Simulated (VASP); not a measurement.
**A VASP study of Hf (Hafnium) (r2SCAN + rVV10): structure first, properties next**

What structure and properties does r2SCAN + rVV10 give Hf (Hafnium), and how near are they to the measured ones? The steps: full relaxation (r2SCAN + rVV10), second relaxation, single point with fields (r2SCAN + rVV10), band structure (r2SCAN + rVV10), density of states (r2SCAN + rVV10), zone-centre phonons (r2SCAN + rVV10), volume scan with r2SCAN + rVV10, fit for r2SCAN + rVV10 and electric field gradients (r2SCAN + rVV10). The start is a cell from a database of measured crystal structures.

Program: VASP 6.6.1. Level of theory: r2SCAN with rVV10; plane waves and PAW (Hf_pv). Results are calculated unless marked as measured.

**What experiment says.**

“Reinvestigation of high pressure polymorphism in Hafnium metal” (2014, arxiv:1405.0345) quotes from earlier work for Hf, hcp (alpha) (NaCl pressure medium): bulk modulus (B0, earlier experiment) 112.9 GPa [literature value from equation of state fit, at 22.30 A^3/atom; correlated with pressure …].

Report form: the programs' logs are mostly left out.

## (1) The starting structure

Before any relaxation, the start is as follows. It takes space group P6_3/mmc (No. 194, hexagonal). The conventional cell has a = 3.197 Å, b = 3.197 Å, c = 5.058 Å, α = 90.00°, β = 90.00°, γ = 120.00°. Hf has 12 Hf at 3.13 to 3.20 Å nearest.

Coordinates:

```cif
data_structure
_symmetry_space_group_name_H-M 'P6_3/mmc'
_symmetry_Int_Tables_number 194
_cell_length_a 3.1967
_cell_length_b 3.1967
_cell_length_c 5.0578
_cell_angle_alpha 90.000
_cell_angle_beta 90.000
_cell_angle_gamma 120.000
_cell_volume 44.76
loop_
_atom_site_label
_atom_site_type_symbol
_atom_site_symmetry_multiplicity
_atom_site_Wyckoff_symbol
_atom_site_fract_x
_atom_site_fract_y
_atom_site_fract_z
_atom_site_occupancy
Hf1 Hf 2 c 0.33333 0.66667 0.25000 1
```

## (2) Full relaxation (r2SCAN + rVV10)

Properties are meant for the cell that this level of theory prefers, so cell and atoms are relaxed first (ISIF = 3) until forces and stress are small; EDIFFG sets the threshold. r2SCAN adds the kinetic-energy density, costs more than a GGA and is run with LASPH. LUSE_VDW switches on a nonlocal correlation term for dispersion.

INCAR

```
SYSTEM = Hf
PREC = Accurate
ENCUT = 400
EDIFF = 1E-06
NELM = 100
ISMEAR = 1
SIGMA = 0.2
LREAL = .FALSE.
ALGO = Normal
METAGGA = R2SCAN
LUSE_VDW = .TRUE.
IVDW_NL = 2
BPARAM = 11.95
CPARAM = 0.0093
LASPH = .TRUE.
NBANDS = 16
LORBIT = 11
LWAVE = .FALSE.
LCHARG = .FALSE.
KPAR = 2
IBRION = 2
NSW = 60
ISIF = 3
EDIFFG = -0.01
```

POSCAR

```
Hf
1.0
    3.1967000000      0.0000000000      0.0000000000
   -1.5983500000      2.7684234083      0.0000000000
    0.0000000000      0.0000000000      5.0578000000
Hf
2
Direct
    0.3333333333      0.6666666667      0.2500000000
    0.6666666667      0.3333333333      0.7500000000
```

KPOINTS

```
Automatic mesh
0
Gamma
8 8 5
0 0 0
```

The projector-augmented-wave data sets are Hf_pv (PBE family, release 64).

Started as:

```console
$ mpirun -np 2 vasp_std
```

It took 2.9 min on 2 MPI ranks of Intel Xeon 6975P-C (Granite Rapids), shared host; peak memory 0.49 GiB.

The k-mesh is coarse for a metal. Harder data sets than Hf_pv exist (the GW ones), and pressures, volumes and forces can shift noticeably with them. The PAW data sets were made with PBE, which is usual practice but a small mismatch for other functionals. The run keeps the 24 symmetry operations of its start, so it cannot find a distortion of lower symmetry.

Step by step:

| step | energy less that of the first step (eV) | largest force (eV/Å) | pressure (GPa) | volume (Å³) |
| --- | --- | --- | --- | --- |
| 1 | 0.0000 | 0.0000 | -1.59 | 44.76 |
| 2 | 0.0027 | 0.0000 | 2.30 | 43.34 |
| 3 | -0.0032 | 0.0000 | 0.01 | 44.16 |
| 4 | -0.0032 | 0.0000 | 0.03 | 44.15 |
| 5 | -0.0032 | 0.0000 | 0.01 | 44.16 |

| conventional cell, symmetrised | before | after | change |
| --- | --- | --- | --- |
| a (Å) | 3.197 | 3.186 | -0.3 % |
| b (Å) | 3.197 | 3.186 | -0.3 % |
| c (Å) | 5.058 | 5.022 | -0.7 % |
| volume (Å³/atom) | 22.38 | 22.08 | -1.3 % |

Final coordinates:

```
Hf
1.0
     3.18643    0.00000    0.00000
    -1.59321    2.75953    0.00000
     0.00000    0.00000    5.02208
Hf
2
Direct
  0.33333 0.66667 0.25000
  0.66667 0.33333 0.75000
```

Numbers from this step:

```
electrons                       : 20
bands                           : 16
irreducible k-points            : 30
symmetry operations             : 24
free energy (TOTEN)             : -89.9607 eV
energy at zero smearing         : -89.9639 eV
Fermi energy                    : 4.941 eV
pressure                        : 0.01081 GPa
metallic                        : yes
SCF cycles over all ionic steps : 37
```

It ends with forces that vanish by symmetry and a pressure of 0.01 GPa. The volume lies -1.3 % from that of the database's start, which holds the thermal and zero-point expansion of its experiment.

## (3) Second relaxation

The basis stayed that of the start cell while the cell moved. A rerun from the cell reached resets it; the error of the finite cutoff stays.

INCAR is that of step 2.

POSCAR

```
Hf
1.0
    3.1864262073      0.0000000000      0.0000000000
   -1.5932131036      2.7595260428      0.0000000000
    0.0000000000      0.0000000000      5.0220807124
Hf
2
Direct
    0.3333333333      0.6666666667      0.2500000000
    0.6666666667      0.3333333333      0.7500000000
```

KPOINTS is that of step 2.

Started as:

```console
$ mpirun -np 2 vasp_std
```

Elapsed: 43 s, on 2 MPI ranks; peak memory 0.48 GiB; 84 s of CPU time.

Little changed from the start: no atom moved by 0.005 Å and no cell edge by 0.1 %.

Numbers from this step:

```yaml
free_energy_toten: -89.9604 eV
energy_at_zero_smearing: -89.9636 eV
pressure: 0.004352 GPa
scf_cycles_over_all_ionic_steps: 12
```

It ends with forces that vanish by symmetry and a pressure of 0.00 GPa. The volume moved by under 0.01 %: the run met its threshold at the first step.

## (4) Single point with fields (r2SCAN + rVV10)

The relaxed cell gets a fresh self-consistent run, on a basis set for its own volume, to fix the density and to check the remaining stress.

Edit INCAR of step 3 so:

```diff
@@ -18,7 +18,5 @@
 LWAVE = .FALSE.
-LCHARG = .FALSE.
-KPAR = 2
-IBRION = 2
-NSW = 60
-ISIF = 3
-EDIFFG = -0.01
+LCHARG = .TRUE.
+ISIF = 2
+LELF = .TRUE.
+LVHAR = .TRUE.
```

POSCAR is that of step 3.

KPOINTS is that of step 3.

Started as:

```console
$ mpirun -np 2 vasp_std
```

Wall time 28 s (2 MPI ranks); peak memory 0.37 GiB; 55 s of CPU time.

This step gave:

```yaml
scf_cycles: 12
pressure: 0.004351 GPa
```

Valence electrons inside each PAW sphere by angular momentum. Sphere charges, by row:

| atom | s (e) | p (e) | d (e) | tot (e) |
| --- | --- | --- | --- | --- |
| Hf1 | 0.406 | 6.432 | 1.525 | 8.362 |
| Hf2 | 0.406 | 6.432 | 1.525 | 8.362 |

ELF in the ac plane at fractional y = 0.333, with atoms of Hf within 0.2 Å of it. It is the smooth field of the valence electrons, not physical close to the nuclei.

Ten even steps from '_' (0.00) to '@' (0.77):
```
==++******==::::::::----::::..::
::==****++--....--==++++++--::..
..--++**==::..--++********++--::
..::==++--::::==**++====++**++--
::::--==::::--**++::____::==**==
::::--==::::==**==..______--**++
::::--==::::==**==..______--**++
::::--==::::--**++::____::==**==
..::==++--::::==**++====++**++--
..--++**==::..--++********++--::
::==****++--....--==++++++--::..
==++******==::::::::----::::..::
==++++++++====----------------==
==----------==++++++******++++==
::::::::::::--++**##%%%%%%##++==
..........::::==**%%@@@@@@##++--
..::::::::::::--**%%@@@@@@##==::
::----==--::::--++%%@@@@@@##--::
::--======--::--++%%@@@@@@**--::
::--======--::--++%%@@@@@@**--::
::----==--::::--++%%@@@@@@##--::
..::::::::::::--**%%@@@@@@##==::
..........::::==**%%@@@@@@##++--
::::::::::::--++**##%%%%%%##++==
==----------==++++++******++++==
==++++++++====----------------==
```
Columns run along a (3.2 Å), rows up along c (5.0 Å). Atoms in or near the plane, at fractional coordinates: Hf at (0.67, 0.75).

Valence density in the ac plane at fractional y = 0.333, with atoms of Hf within 0.2 Å of it. It is the smooth field of the valence electrons, not physical close to the nuclei.

Ten even steps from '0' (0.2 e/Å³) to '9' (3.6 e/Å³):
```
0000000000000000
0000000001111000
0000000023443210
0000000136776420
0000001358998631
0000001379999742
0000001379999742
0000001358998631
0000000136776420
0000000023443210
0000000001111000
0000000000000000
0000000000000000
0000000000000000
0000000000000000
0000000000000000
0000000000000000
0011000000000000
0111100000000000
0111100000000000
0011000000000000
0000000000000000
0000000000000000
0000000000000000
0000000000000000
0000000000000000
```
Columns run along a (3.2 Å), rows up along c (5.0 Å). Atoms in or near the plane, at fractional coordinates: Hf at (0.67, 0.75).

Electrostatic potential energy in the ac plane at fractional y = 0.333, with atoms of Hf within 0.2 Å of it. With pseudopotentials it is smooth inside the atoms' cores, unlike the true potential.

Ten even steps from '0' (-23 eV) to '9' (2 eV):
```
8999998765555678
8999987543333457
7899976432222345
6899875321001134
5788864210000123
5788764210000023
5788764210000023
5788864210000123
6899875321001134
7899976432222345
8999987543333457
8999998765555678
9999998887777888
8888888998888998
8777788899999998
7666677899999988
6555567899999987
5444456789999987
5443446789999986
5443446789999986
5444456789999987
6555567899999987
7666677899999988
8777788899999998
8888888998888998
9999998887777888
```
Columns run along a (3.2 Å; values clipped at the 3rd and 97th percentile), rows up along c (5.0 Å). Atoms in or near the plane, at fractional coordinates: Hf at (0.67, 0.75).

In this run the pressure is 0.00 GPa, small enough to go on.

## (5) Band structure (r2SCAN + rVV10)

The mesh alone shows little of the dispersion and can miss band extrema, so KPOINTS_OPT adds a path through the symmetry points after the self-consistent cycle.

Edit INCAR of step 4 so:

```diff
@@ -15,8 +15,6 @@
 LASPH = .TRUE.
-NBANDS = 16
+NBANDS = 22
 LORBIT = 11
 LWAVE = .FALSE.
-LCHARG = .TRUE.
-ISIF = 2
-LELF = .TRUE.
-LVHAR = .TRUE.
+LCHARG = .FALSE.
+KPAR = 2
```

POSCAR is that of step 4.

KPOINTS is that of step 4.

KPOINTS_OPT

```
Line mode
16
Line-mode
Reciprocal
  0.00000000   0.00000000   0.00000000 GAMMA
  0.50000000   0.00000000   0.00000000 M

  0.50000000   0.00000000   0.00000000 M
  0.33333333   0.33333333   0.00000000 K

  0.33333333   0.33333333   0.00000000 K
  0.00000000   0.00000000   0.00000000 GAMMA

  0.00000000   0.00000000   0.00000000 GAMMA
  0.00000000   0.00000000   0.50000000 A

  0.00000000   0.00000000   0.50000000 A
  0.50000000   0.00000000   0.50000000 L

  0.50000000   0.00000000   0.50000000 L
  0.33333333   0.33333333   0.50000000 H

  0.33333333   0.33333333   0.50000000 H
  0.00000000   0.00000000   0.50000000 A

  0.50000000   0.00000000   0.50000000 L
  0.50000000   0.00000000   0.00000000 M

  0.33333333   0.33333333   0.00000000 K
  0.33333333   0.33333333   0.50000000 H
```

Started as:

```console
$ mpirun -np 2 vasp_std
```

It took 84 s on 2 MPI ranks; peak memory 0.48 GiB.

Spin-orbit coupling is off here; with elements this heavy it splits and shifts levels by tenths of an eV or more.

This step gave:

- bands: 22
- pressure: 0.003172 GPa

Electronic bands along the path, in eV, zero at the Fermi level; # counts the bands kept:

| point | #1 | #2 | #3 | #4 | #5 | #6 | #7 | #8 |
| --- | --- | --- | --- | --- | --- | --- | --- | --- |
| Γ | -7.84 | -3.91 | 0.45 | 1.30 | 1.30 | 1.65 | 2.20 | 2.20 |
| 0.47 of the way | -6.26 | -2.63 | -1.05 | -0.52 | 1.01 | 1.69 | 1.79 | 2.87 |
| M | -3.56 | -2.93 | -2.40 | -1.04 | 0.92 | 0.93 | 1.84 | 6.25 |
| 0.47 of the way | -3.06 | -2.41 | -2.33 | -1.31 | 0.59 | 0.78 | 1.96 | 5.60 |
| K | -2.28 | -2.00 | -2.00 | -1.64 | 0.41 | 0.41 | 2.26 | 5.57 |
| 0.47 of the way | -5.23 | -1.93 | -1.57 | -1.20 | 0.81 | 0.83 | 1.76 | 3.43 |
| Γ | -7.84 | -3.91 | 0.45 | 1.30 | 1.30 | 1.65 | 2.20 | 2.20 |
| 0.53 of the way | -7.17 | -4.37 | -0.09 | 1.06 | 1.08 | 1.08 | 1.72 | 1.72 |
| A | -5.74 | -5.74 | 0.14 | 0.14 | 1.19 | 1.19 | 1.19 | 1.19 |
| 0.47 of the way | -4.50 | -4.50 | -0.69 | -0.69 | 0.64 | 0.64 | 2.22 | 2.22 |
| L | -3.60 | -3.60 | -1.06 | -1.06 | 1.09 | 1.09 | 2.87 | 2.87 |
| 0.47 of the way | -3.09 | -3.09 | -0.81 | -0.81 | 0.03 | 0.03 | 2.90 | 2.90 |
| H | -1.81 | -1.81 | -1.64 | -1.64 | -0.35 | -0.35 | 2.78 | 2.78 |
| 0.47 of the way | -3.80 | -3.80 | -0.86 | -0.86 | 0.26 | 0.26 | 2.43 | 2.43 |
| A | -5.74 | -5.74 | 0.14 | 0.14 | 1.19 | 1.19 | 1.19 | 1.19 |
| jump to L | -3.60 | -3.60 | -1.06 | -1.06 | 1.09 | 1.09 | 2.87 | 2.87 |
| 0.53 of the way | -3.83 | -2.97 | -1.58 | -1.44 | 1.30 | 1.34 | 1.35 | 5.20 |
| M | -3.56 | -2.93 | -2.40 | -1.04 | 0.92 | 0.93 | 1.84 | 6.25 |
| jump to K | -2.28 | -2.00 | -2.00 | -1.64 | 0.41 | 0.41 | 2.26 | 5.57 |
| 0.47 of the way | -2.06 | -1.93 | -1.93 | -1.59 | 0.04 | 0.04 | 2.25 | 4.61 |
| H | -1.81 | -1.81 | -1.64 | -1.64 | -0.35 | -0.35 | 2.78 | 2.78 |

There is no gap at this level.

## (6) Density of states (r2SCAN + rVV10)

Here the states are counted by energy and projected on the atoms. The mesh is finer than in the run before.

Edit INCAR of step 5 so:

```diff
@@ -5,3 +5,3 @@
 NELM = 100
-ISMEAR = 1
+ISMEAR = -5
 SIGMA = 0.2
@@ -20 +20,2 @@
 KPAR = 2
+NEDOS = 2001
```

POSCAR is that of step 5.

KPOINTS

```
Automatic mesh
0
Gamma
12 12 7
0 0 0
```

Started as:

```console
$ mpirun -np 2 vasp_std
```

Run time: 64 s. Hardware: 2 MPI ranks; peak memory 0.54 GiB.

With tetrahedra the forces and stress of a metal are not exact derivatives of the energy.

This step gave:

```yaml
irreducible_k_points: 76
free_energy_toten: -89.9508 eV
fermi_energy: 4.932 eV
pressure: -0.1164 GPa
dos_at_the_fermi_level: 1.239 states/eV/cell
```

The density of states has structure finer than the step of the table below, so its rows give means over 0.5 eV, whole bins alone (the curve runs from -12.0 to 2.65 eV). Peaks (eV: height): total -1.18: 3.88, -0.79: 3.11, 0.81: 3.42, 1.81: 3.33; Hf d -1.18: 1.88, -0.79: 1.53, 0.43: 1.95, 1.81: 2.32; Hf p -1.18: 0.686, -0.79: 0.577, 0.97: 0.551; Hf s -3.70: 0.306, -1.18: 0.0574, 1.04: 0.059.

States under -12.0 eV and over 2.6 eV are left out. Table of density of states by energy, zero at the Fermi level; means over each step; values in states/eV/cell:

| energy (eV) | total | Hf d | Hf p | Hf s |
| --- | --- | --- | --- | --- |
| -8.5 | 0 | 0 | 0 | 0 |
| -8.0 | 8.2e-4 | 0 | 3.6e-6 | 3.5e-4 |
| -7.5 | 0.0696 | 0 | 0.00185 | 0.0293 |
| -7.0 | 0.142 | 6.2e-4 | 0.00731 | 0.0577 |
| -6.5 | 0.199 | 0.00228 | 0.0154 | 0.0774 |
| -6.0 | 0.278 | 0.00622 | 0.0284 | 0.102 |
| -5.5 | 0.320 | 0.0126 | 0.0391 | 0.111 |
| -5.0 | 0.423 | 0.0304 | 0.0579 | 0.134 |
| -4.5 | 0.573 | 0.0666 | 0.0805 | 0.164 |
| -4.0 | 0.994 | 0.215 | 0.113 | 0.232 |
| -3.5 | 1.34 | 0.380 | 0.141 | 0.255 |
| -3.0 | 1.43 | 0.493 | 0.155 | 0.195 |
| -2.5 | 1.66 | 0.710 | 0.165 | 0.129 |
| -2.0 | 1.56 | 0.760 | 0.184 | 0.0410 |
| -1.5 | 2.04 | 0.994 | 0.332 | 0.0303 |
| -1.0 | 3.05 | 1.47 | 0.568 | 0.0361 |
| -0.5 | 1.34 | 0.688 | 0.224 | 0.00882 |
| 0.0 | 1.37 | 0.713 | 0.249 | 0.0123 |
| 0.5 | 3.04 | 1.74 | 0.442 | 0.0322 |
| 1.0 | 3.13 | 1.80 | 0.498 | 0.0456 |
| 1.5 | 2.51 | 1.67 | 0.238 | 0.0230 |
| 2.0 | 2.36 | 1.64 | 0.180 | 0.0175 |

The finer mesh and the other smearing move the Fermi level by -0.01 eV from the 8×8×5 run, a small shift, which tests the Fermi level alone. Of the states within 0.3 eV of the Fermi level, the largest shares in the PAW spheres are Hf d 52 % and Hf p 18 %. The rest lies in smaller channels or between the spheres.

## (7) Zone-centre phonons (r2SCAN + rVV10)

Zone-centre modes test whether the atoms sit at a minimum within this cell. IBRION = 6 takes the force constants from differences of forces between displaced cells, so the forces must be tight.

INCAR

```
SYSTEM = Hf
PREC = Accurate
ENCUT = 400
EDIFF = 1E-08
NELM = 100
ISMEAR = 1
SIGMA = 0.2
LREAL = .FALSE.
ALGO = Normal
METAGGA = R2SCAN
LUSE_VDW = .TRUE.
IVDW_NL = 2
BPARAM = 11.95
CPARAM = 0.0093
LASPH = .TRUE.
NBANDS = 16
LORBIT = 11
LWAVE = .FALSE.
LCHARG = .FALSE.
KPAR = 2
IBRION = 6
NFREE = 2
POTIM = 0.015
ISIF = 2
NSW = 1
```

POSCAR is that of step 6.

KPOINTS

```
Automatic mesh
0
Gamma
14 14 8
0 0 0
```

Started as:

```console
$ mpirun -np 2 vasp_std
```

Wall time 12 min (2 MPI ranks); peak memory 0.92 GiB; 21 min of CPU time.

The last energy, forces, stress and levels in OUTCAR belong to the last displaced cell, not to the cell of POSCAR.

This step gave:

| Quantity | Value |
| --- | --- |
| bands | 16 |
| irreducible k-points | 120 |
| pressure of the cell | -0.1736 GPa |
| largest force of the cell | 0 eV/Å |

Modes at Γ:

| mode | frequency (cm⁻¹) | symmetry |
| --- | --- | --- |
| 1 | 0.0 | acoustic |
| 2 | 0.0 | acoustic |
| 3 | 0.0 | acoustic |
| 4 | 89.4 | E2g |
| 5 | 89.4 | E2g |
| 6 | 97.2 | Bg |

Displacements in mode 4 (89.4 cm⁻¹), the largest set to 1:
```
Hf1 -0.88  1.00  0.00
Hf2  0.88 -1.00  0.00
```

Displacements in mode 6 (97.2 cm⁻¹), the largest set to 1:
```
Hf1  0.00  0.00 -1.00
Hf2  0.00  0.00  1.00
```

The three acoustic modes come out at zero, and all others are real. By the characters of their eigenvectors the optical modes sort into (cm⁻¹) Raman active: E2g 89; silent: Bg 97. B labels carry no number here, since it depends on the setting of the axes. With a centre of inversion no mode is active in both.

## (8) Volume scan with r2SCAN + rVV10

An equation of state needs energies on both sides of the minimum, all on one mesh and cutoff.

Edit INCAR of step 7 so:

```diff
@@ -3,3 +3,3 @@
 ENCUT = 400
-EDIFF = 1E-08
+EDIFF = 1E-06
 NELM = 100
@@ -20,6 +20,2 @@
 KPAR = 2
-IBRION = 6
-NFREE = 2
-POTIM = 0.015
 ISIF = 2
-NSW = 1
```

POSCAR

```
Hf
1.0
    3.1213788491      0.0000000000      0.0000000000
   -1.5606894245      2.7031933782      0.0000000000
    0.0000000000      0.0000000000      4.9195605027
Hf
2
Direct
    0.3333333333      0.6666666667      0.2500000000
    0.6666666667      0.3333333333      0.7500000000
```

KPOINTS

```
Automatic mesh
0
Gamma
8 8 5
0 0 0
```

Started as:

```console
$ mpirun -np 2 vasp_std
```

Run time: 32 s. Hardware: 2 MPI ranks; peak memory 0.39 GiB.

The scan keeps the cell's shape and the fractional positions fixed.

This step gave:

| Property | Result |
| --- | --- |
| irreducible k-points | 30 |
| free energy (TOTEN) | -89.8949 eV |
| energy at zero smearing | -89.8965 eV |
| Fermi energy | 5.421 eV |
| pressure | 8.033 GPa |

The pressure here is 8.03 GPa.

## (9) Volume scan with r2SCAN + rVV10 (run 2)

INCAR is that of step 8.

POSCAR

```
Hf
1.0
    3.1433611146      0.0000000000      0.0000000000
   -1.5716805572      2.7222305785      0.0000000000
    0.0000000000      0.0000000000      4.9542064365
Hf
2
Direct
    0.3333333333      0.6666666667      0.2500000000
    0.6666666667      0.3333333333      0.7500000000
```

KPOINTS is that of step 8.

Started as:

```console
$ mpirun -np 2 vasp_std
```

It took 42 s on 2 MPI ranks; peak memory 0.46 GiB.

This step gave:

```
free energy (TOTEN)     : -89.9317 eV
energy at zero smearing : -89.9338 eV
Fermi energy            : 5.258 eV
pressure                : 5.142 GPa
```

The pressure falls from 8.03 to 5.14 GPa.

The run ends at a pressure of 5.14 GPa.

## (10) Volume scan with r2SCAN + rVV10 (run 3)

INCAR is that of step 9.

POSCAR

```
Hf
1.0
    3.1650401521      0.0000000000      0.0000000000
   -1.5825200760      2.7410051757      0.0000000000
    0.0000000000      0.0000000000      4.9883744571
Hf
2
Direct
    0.3333333333      0.6666666667      0.2500000000
    0.6666666667      0.3333333333      0.7500000000
```

KPOINTS is that of step 9.

Started as:

```console
$ mpirun -np 2 vasp_std
```

Run time: 44 s. Hardware: 2 MPI ranks; peak memory 0.48 GiB.

The pressure falls from 5.14 to 2.47 GPa.

The run ends at a pressure of 2.47 GPa.

## (11) Volume scan with r2SCAN + rVV10 (run 4)

INCAR is that of step 10.

POSCAR

```
Hf
1.0
    3.1864262073      0.0000000000      0.0000000000
   -1.5932131036      2.7595260428      0.0000000000
    0.0000000000      0.0000000000      5.0220807124
Hf
2
Direct
    0.3333333333      0.6666666667      0.2500000000
    0.6666666667      0.3333333333      0.7500000000
```

KPOINTS is that of step 10.

Started as:

```console
$ mpirun -np 2 vasp_std
```

It took 46 s on 2 MPI ranks; peak memory 0.48 GiB; 80 s of CPU time.

The pressure falls from 2.47 to 0.00 GPa.

The run ends at a pressure of 0.00 GPa.

## (12) Volume scan with r2SCAN + rVV10 (run 5)

INCAR is that of step 11.

POSCAR

```
Hf
1.0
    3.2075289826      0.0000000000      0.0000000000
   -1.6037644913      2.7778015823      0.0000000000
    0.0000000000      0.0000000000      5.0553404943
Hf
2
Direct
    0.3333333333      0.6666666667      0.2500000000
    0.6666666667      0.3333333333      0.7500000000
```

KPOINTS is that of step 11.

Started as:

```console
$ mpirun -np 2 vasp_std
```

Elapsed: 43 s, on 2 MPI ranks; peak memory 0.47 GiB; 74 s of CPU time.

The pressure falls from 0.00 to -2.27 GPa.

The run ends at a pressure of -2.27 GPa.

(Continued in part 2 of 2.)

[Lines on the potential files, build, host, timing and source positions are cut from VASP's logs without a mark.]

[Logs are printed without paths, hosts, clocks, repeated set-up lines and the standing remarks that a program may print on its own settings, such as how far it seeks lower states.]

[Hosts, paths, dates, database ids (printed as entryN), source tags and the programs' standing remarks are cut or masked in the printed files.]

[A measured line is paired with the nearest computed mode of its activity, which favours agreement.]
